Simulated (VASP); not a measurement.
Consider the following.

```
CELL_PARAMETERS angstrom
      2.99000     0.00000     0.00000
      0.00000     2.99000     0.00000
      0.00000     0.00000     2.99000
ATOMIC_POSITIONS crystal
  Ti 0.00000 0.00000 0.00000
  Co 0.50000 0.50000 0.50000
```

All values below come from PBE GGA, VASP's PBE PAW potentials (set 64) (plane waves; VASP). Run with 400 eV cut-off, 11×11×11 Γ-centred mesh, first-order Methfessel-Paxton smearing of 0.10 eV, potentials Ti_sv Co.

Energy and stress use the plane-wave basis of the starting cell.

Question: The ions, cell shape and volume are relaxed. Give the cell that the relaxation ends in.

Answer: 
```
CELL_PARAMETERS angstrom
      2.96584     0.00000     0.00000
      0.00000     2.96584     0.00000
      0.00000     0.00000     2.96584
ATOMIC_POSITIONS crystal
  Ti 0.00000 0.00000 0.00000
  Co 0.50000 0.50000 0.50000
```
Space group Pm-3m (221), at a tolerance of 0.03 Å.

Question: How do energy and volume change from the first to the last step?

Answer: The energy (σ→0) changes by -4.3 meV/atom and the volume by -2.4 %, in 3 ionic steps.

The compound is TiCo in the CsCl type structure. This run relaxes it. Symmetry was kept, so distortions that lower it aren't found. The run is not spin-polarised, so no magnetic state was tried. The electron count is odd and the run is not spin-polarised, which forces a metal.
